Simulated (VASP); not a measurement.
PmS:

```xyz
2
Lattice="3.7551 0.0000 0.0000 -1.8776 3.2520 0.0000 0.0000 0.0000 3.6648" Properties=species:S:1:pos:R:3 pbc="T T T"
Pm    0.0000    0.0000    0.0000
S     1.8776    1.0840    1.8324
```

The cell comes from a database or a generator and needn't be the stable form of this composition.

Base run:

- Program: VASP 6.6.1
- Functional: r2SCAN
- Potentials or basis: VASP PAW PBE potentials, release 64 (Pm, S)
- Cutoff: 520 eV
- k mesh: 6 × 6 × 5
- Occupations: gaussian, width 0.05 eV
- Spin: no spin polarisation
- Hubbard terms: Pm f U = 4 eV

Its results: band gap on the k mesh none (metal or under the smearing width); pressure 4.2 GPa.

Q: The run is repeated on the same cell with these changes: spin from no spin polarisation to collinear spin, random start; further incar settings from ALGO = Normal; EDIFF = 1e-06; NBANDS = 18 to ALGO = Normal; EDIFF = 1e-06; NBANDS = 22. What comes out?

A: Band gap on the k mesh none (metal or under the smearing width); pressure 7.3 GPa; net moment -4.89 μB per cell; site moments Pm -4.29; S +0.06 μB.

Caveats: the PAW data sets were made with another functional, which shifts forces and pressure a little; U without spin polarisation on a metal has little footing (some runs); the magnetic or orbital state may not be the lowest (some runs); spin-orbit coupling is left out, which moves the levels of the heavy elements (some runs).

Not every run made on this cell is shown here.
